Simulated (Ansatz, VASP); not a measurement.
# TiSeS: VASP beside Ansatz, part 2 of 2

Wanted: the spread between two codes on one cell, functional and k mesh. The structure shown is the start of the Ansatz relaxation below; VASP solves that cell, so the two are compared at the walk's first step.

VASP 6.6.1 and Ansatz 0.2.0.

So far: Starting point; Ansatz: relaxation, PBEsol with D3(BJ).

**3. VASP: single point, PBEsol with D3(BJ), start cell**

Level of this step: PBEsol with D3(BJ), no spin polarisation; plane waves and PAW (Se, Ti_sv, S) (VASP).

The same cell, functional, mesh and smearing now go to VASP, with its own data sets.

Lines of VASP's logs that name or quote its potential files are left out, and so is its time.

The input, INCAR:

```
SYSTEM = TiSeS
PREC = Accurate
ENCUT = 400
EDIFF = 1E-06
NELM = 120
ISMEAR = -1
SIGMA = 0.05
LREAL = .FALSE.
ALGO = Normal
GGA = PS
IVDW = 12
NBANDS = 18
LASPH = .TRUE.
LORBIT = 11
LWAVE = .FALSE.
LCHARG = .FALSE.
ISIF = 2
LDIPOL = .TRUE.
IDIPOL = 3
DIPOL = 0.5 0.5 0.497
LVHAR = .TRUE.
GGA_COMPAT = .FALSE.
NELMDL = -8
```

The input, POSCAR:

```
TiSeS
1.0
    3.4882680000      0.0000000000      0.0000000000
   -1.7441340000      3.0209290000      0.0000000000
    0.0000000000      0.0000000000     17.9203090000
Se Ti S
1 1 1
Direct
    0.6666666115      0.3333332230      0.5814804309
    0.3333332782      0.6666665563      0.4927435682
    0.9999999448      0.9999998897      0.4185195691
```

The input, KPOINTS:

```
Automatic mesh
0
Gamma
12 12 1
0 0 0
```

Potentials, in the order of the species: Se, Ti_sv and S (PBE family, release 64).

Launch:

```bash
mpirun -np 1 vasp_std
```

Numbers of over 12 decimals in the logs are rounded to 6 here.

The program printed:

```text
[banner, memory and clock lines left out]
running    1 mpi-ranks, on    1 nodes
 distrk:  each k-point on    1 cores,    1 groups
 distr:  one band on    1 cores,    1 groups

 POSCAR found type information on POSCAR SeTiS
 POSCAR found :  3 types and       3 ions
|                                                                             |
|               ----> ADVICE to this user running VASP <----                  |
|                                                                             |
|     You enforced a specific xc type in the INCAR file but a different       |
|     [... a line on the potential file left out ...]
|     I HOPE YOU KNOW WHAT YOU ARE DOING!                                     |
|                                                                             |

 LDA part: xc-table for (Slater+PW92), standard interpolation
 POSCAR, INCAR and KPOINTS ok, starting setup
 FFT: planning ... GRIDC
 FFT: planning ... GRID_SOFT
 FFT: planning ... GRID
 WAVECAR not read
 entering main loop
       N       E                     dE             d eps       ncg     rms          rms(c)
DAV:   1     0.152822954727E+03    0.15282E+03   -0.10219E+04   836   0.904E+02
DAV:   2    -0.259564740868E+01   -0.15542E+03   -0.15248E+03   896   0.250E+02
DAV:   3    -0.228193765578E+02   -0.20224E+02   -0.20138E+02  1146   0.811E+01
DAV:   4    -0.236987401954E+02   -0.87936E+00   -0.87799E+00   914   0.159E+01
DAV:   5    -0.237575623172E+02   -0.58822E-01   -0.58812E-01  1080   0.335E+00
DAV:   6    -0.237581100391E+02   -0.54772E-03   -0.54771E-03  1008   0.408E-01
DAV:   7    -0.237581309027E+02   -0.20864E-04   -0.20863E-04  1040   0.624E-02
DAV:   8    -0.237581310786E+02   -0.17590E-06   -0.17578E-06  1000   0.691E-03    0.135E+01
DAV:   9    -0.215067481304E+02    0.22514E+01   -0.32005E+01   852   0.455E+01    0.108E+01
DAV:  10    -0.206889363606E+02    0.81781E+00   -0.22041E+01   904   0.334E+01    0.581E+00
DAV:  11    -0.202787619267E+02    0.41017E+00   -0.40596E+00   740   0.159E+01    0.222E+00
DAV:  12    -0.202275081738E+02    0.51254E-01   -0.28873E-01   788   0.424E+00    0.820E-01
DAV:  13    -0.202226463357E+02    0.48618E-02   -0.20684E-02   846   0.106E+00    0.449E-01
DAV:  14    -0.202217154863E+02    0.93085E-03   -0.35975E-03   832   0.400E-01    0.258E-01
[...]
DAV:  20    -0.202209461657E+02   -0.28880E-04   -0.12527E-05   824   0.291E-02    0.862E-03
DAV:  21    -0.202209631101E+02   -0.16944E-04   -0.12623E-05   850   0.160E-02    0.101E-02
DAV:  22    -0.202209858023E+02   -0.22692E-04   -0.25203E-06   770   0.637E-03    0.514E-03
DAV:  23    -0.202210233165E+02   -0.37514E-04   -0.12331E-06   668   0.390E-03    0.297E-03
DAV:  24    -0.202210425262E+02   -0.19210E-04   -0.96829E-07   650   0.341E-03    0.129E-03
DAV:  25    -0.202210585811E+02   -0.16055E-04   -0.12799E-06   716   0.371E-03    0.116E-03
DAV:  26    -0.202210605744E+02   -0.19933E-05   -0.95995E-08   586   0.183E-03    0.792E-04
DAV:  27    -0.202210615451E+02   -0.97067E-06   -0.41118E-08   468   0.740E-04
   1 F= -.20882963E+02 E0= -.20880752E+02  d E =-.442216E-02
```

OUTCAR, selected parts (step 3):

```text
ion  position               nearest neighbor table
   1  0.667  0.333  0.581-   2 2.57   2 2.57   2 2.57
   2  0.333  0.667  0.493-   3 2.41   3 2.41   3 2.41   1 2.57   1 2.57   1 2.57
   3  1.000  1.000  0.419-   2 2.41   2 2.41   2 2.41

  LATTYP: Found a hexagonal cell.
 ALAT       =     3.4882680000
 C/A-ratio  =     5.1373085440

 Subroutine GETGRP returns: Found  6 space group operations
 (whereof  6 operations were pure point group operations)

The static configuration has the point symmetry C_3v.

 Found     19 irreducible k-points:

   k-points           NKPTS =     19   k-points in BZ     NKDIM =     19   number of bands    NBANDS=     18

   dimension x,y,z NGX =    24 NGY =   24 NGZ =  120
   dimension x,y,z NGXF=    48 NGYF=   48 NGZF=  240

   ENCUT  =  400.0 eV  29.40 Ry    5.42 a.u.   5.69  5.69 29.22*2*pi/ulx,y,z

   NELECT =      24.0000    total number of electrons

 k-points in reciprocal lattice and weights: Automatic mesh
   0.00000000  0.00000000  0.00000000       0.007
   0.08333333 -0.00000000  0.00000000       0.042
   0.16666667 -0.00000000  0.00000000       0.042
   0.25000000  0.00000000  0.00000000       0.042
   0.33333333  0.00000000  0.00000000       0.042
   0.41666667 -0.00000000  0.00000000       0.042
   0.50000000  0.00000000  0.00000000       0.021
   0.08333333  0.08333333  0.00000000       0.042
   0.16666667  0.08333333  0.00000000       0.083
[...]
0.33333333  0.25000000  0.00000000       0.083
   0.33333333  0.33333333  0.00000000       0.014

 dipolmoment           0.000000      0.000000     -0.002803 electrons x Angstroem

 average (electrostatic) potential at core
       1 -59.7809       2 -83.6241       3 -93.3990

 E-fermi :  -2.1059

 k-point     1 :       0.0000    0.0000    0.0000
  band No.  band energies     occupation
    ...
      6     -14.6330      2.00000
      7      -6.6964      2.00000
      8      -4.8463      2.00000
      9      -4.8463      2.00000
     10      -3.5428      2.00000
     11      -1.7976      0.00420
     12      -1.7976      0.00420
     13      -1.7177      0.00085
     14      -1.7177      0.00085
     15      -1.0847      0.00000
    ...

 k-point     2 :       0.0833   -0.0000    0.0000
  band No.  band energies     occupation
    ...
      8      -5.0980      2.00000
      9      -4.8235      2.00000
     10      -3.3535      2.00000
     11      -2.5993      1.99990
     12      -2.2953      1.95573
     13      -1.5295      0.00002
     14      -1.2445      0.00000
     15      -0.8736      0.00000
     16       1.1334      0.00000
     17       1.4174      0.00000
    ...

 k-point     3 :       0.1667   -0.0000    0.0000
  band No.  band energies     occupation
    ...
      8      -5.5618      2.00000
      9      -4.7722      2.00000
     10      -3.7860      2.00000
     11      -3.0739      2.00000
     12      -2.7641      2.00000
     13      -1.6101      0.00010
     14      -0.8657      0.00000
     15      -0.6455      0.00000
     16       0.6596      0.00000
     17       1.2798      0.00000
    ...

 Edisp (eV)   -0.66190

  Total      -2.09959    -2.09959    -0.48182     0.00000    -0.00000     0.00000
  in kB     -17.81353   -17.81354    -4.08790     0.00000    -0.00000     0.00000
  external pressure =      -13.24 kB  Pullay stress =        0.00 kB

  energy-cutoff  :      400.00
  volume of cell :      188.84
      direct lattice vectors                 reciprocal lattice vectors
     3.488268000  0.000000000  0.000000000     0.286675221  0.165512000  0.000000000
    -1.744134000  3.020929000  0.000000000     0.000000000  0.331024000  0.000000000
     0.000000000  0.000000000 17.920309000     0.000000000  0.000000000  0.055802609

 POSITION                                       TOTAL-FORCE (eV/Angst)
 -----------------------------------------------------------------------------------
      1.74413      1.00698     10.42031        -0.000000      0.000000     -0.048929
      0.00000      2.01395      8.83012         0.000000      0.000000     -0.181549
      1.74413      3.02093      7.50000        -0.000000      0.000000      0.230478
 -----------------------------------------------------------------------------------
    total drift:                                0.000000      0.000895      0.000700

  FREE ENERGIE OF THE ION-ELECTRON SYSTEM (eV)
  ---------------------------------------------------
  free  energy   TOTEN  =       -20.8829632101 eV

  energy  without entropy=      -20.8785410537  energy(sigma->0) =      -20.88075213

 vacuum level on the upper side and lower side of the slab         3.402         3.450

 total charge
# of ion       s       p       d       tot
------------------------------------------
    1        1.476   2.338   0.033   3.847
    2        2.186   6.178   1.817  10.180
    3        1.345   2.368   0.000   3.713
--------------------------------------------------
tot          5.006  10.884   1.850  17.739

[... 3 further parts left out ...]
```

**4. Comparison**

Known differences besides the potentials themselves: the data sets hold 34 valence electrons in Ansatz (on its default PAW (the set named soft_2) files) and 24 in VASP; the cutoff is 420 eV in Ansatz and 400 eV in VASP; Ansatz makes its cores anew for this functional, VASP keeps those of its PBE data sets. Total energies have different zeros and are not compared.

Forces (eV/Å; atoms numbered as in POSCAR):

```
atom        Ansatz x, y, z          VASP x, y, z
 Se1  0.000, 0.000, -0.077  0.000, 0.000, -0.049
 Ti2  0.000, 0.000, -0.179  0.000, 0.000, -0.182
  S3   0.000, 0.000, 0.256   0.000, 0.000, 0.230
```

The forces differ by 13 meV/Å r.m.s., which is 13.0 % of the r.m.s. force of 0.099 eV/Å (both taken over all components). With vacuum in the cell, a pressure given here is an average over mostly empty space and none of the material.

**5. Other set-ups**

Further runs change the set-up of one program: Ansatz's method, potentials or start, or VASP's data sets, cutoff or form of LDA. The table gives that difference for each run.

```
                                                              run  r.m.s. force difference (meV/Å)
                                                         as above                               13
VASP with the data sets Se_sv_GW, Ti and S and a cutoff of 620 eV                               21
```

**6. Results**

| Property | Result |
| --- | --- |
| r.m.s. force difference (single point, PBEsol with D3(BJ), start cell) | 13 meV/Å |

The r.m.s. force difference is 13 meV/Å (single point, PBEsol with D3(BJ), start cell), beyond the 12 meV/Å picked in this series as the mark of a large difference. The data sets hold unlike numbers of valence electrons (34 in Ansatz and 24 in VASP), so part of the differences comes from the potentials. Single point, PBEsol with D3(BJ), start cell, VASP with the data sets Se_sv_GW, Ti and S and a cutoff of 620 eV: r.m.s. force difference goes from 13 to 21 meV/Å. Such differences can come from data sets, numerical settings and the points named under the comparisons, not from the functional's error against experiment.

[Lines on the potential files, build, host, timing and source positions are cut from VASP's logs without a mark.]

[Logs are printed without paths, hosts, clocks, repeated set-up lines and the standing remarks that a program may print on its own settings, such as how far it seeks lower states.]

[Hosts, paths, dates, database ids (printed as entryN), source tags and the programs' standing remarks are cut or masked in the printed files.]
